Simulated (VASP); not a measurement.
Calculation: PBEsol GGA, VASP's PBE PAW potentials (set 64) (plane waves; VASP).

VASP ran on this input.

### POSCAR
```
ZnSe
1
    0.0000000000     2.8176410593     2.8176410593
    2.8176410593     0.0000000000     2.8176410593
    2.8176410593     2.8176410593     0.0000000000
Zn Se
1 1
Direct
  0.2500000000   0.2500000000   0.2500000000
  0.0000000000   0.0000000000   0.0000000000
```

### INCAR
```
ENCUT=530
ISIF=3
PREC=Accurate
LCHARG=.FALSE.
ALGO=Normal   # blocked Davidson
SYSTEM=ZnSe
SIGMA=0.05   # width (eV)
ISMEAR=0
LMAXMIX=4   # l cut-off of mixed one-centre charges
LREAL=.FALSE.   # projection in real space or not
IBRION=6   # finite differences
NFREE=2
EDIFF=1E-7
LASPH=.TRUE.   # aspherical one-centre terms
LWAVE=.FALSE.
GGA=PS
NELM=100   # most electronic steps
NSW=1
POTIM=0.015
```

File KPOINTS:
```
kpoints
0
Gamma
7 7 7
0 0 0
```

POTCAR, in this order: Zn Se (PBE.64 set). Program: vasp_std.

What VASP printed:

**OUTCAR**
```


 TOTAL ELASTIC MODULI (kBar)
 Direction    XX          YY          ZZ          XY          YZ          ZX
 --------------------------------------------------------------------------------
 XX         895.2020    537.8923    537.8923     -0.0000     -0.0000      0.0000
 YY         537.8923    895.2020    537.8923     -0.0000     -0.0000      0.0000
 ZZ         537.8923    537.8923    895.2020     -0.0000     -0.0000      0.0000
 XY          -0.0000     -0.0000     -0.0000    394.4882      0.0000      0.0000
 YZ          -0.0000     -0.0000     -0.0000      0.0000    394.4882      0.0000
 ZX           0.0000      0.0000      0.0000      0.0000      0.0000    394.4882
 --------------------------------------------------------------------------------
```
(Selected blocks of OUTCAR.)

The structure comes from a measured ZnSe entry (F-43m) of the Crystallography Open Database, whose conditions weren't checked. It was relaxed first, which changed the volume by -7 %.
